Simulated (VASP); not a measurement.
A free Ge(100) film of n layers, both faces ended by two H an atom, at the bulk's in-plane lattice: the HSE06 gap on the k-mesh (VASP, PAW, no spin-orbit coupling, on the relaxed geometry of the cheaper level; a mesh can miss an indirect minimum) against n. Fit it as a straight line in 1/n.

| n | gap (eV) |
|---|---|
| 3 | 2.93 |
| 5 | 2.17 |
| 7 | 1.63 |
| 9 | 1.35 |
| 11 | 1.16 |

Problem. Fit the rows as the text says and predict the value at 13.

Solution. The slope is 7.29 eV and the intercept, the limit of this form for large n, 0.57 eV. The line misses the rows by up to 0.14 and gives 1.13 at 13. The run gave 1.02, -0.11 from the line.

Runs of the series that failed, ran out of time, didn't relax or are held back are left out.

The cell's shape comes from a PBE relaxation.
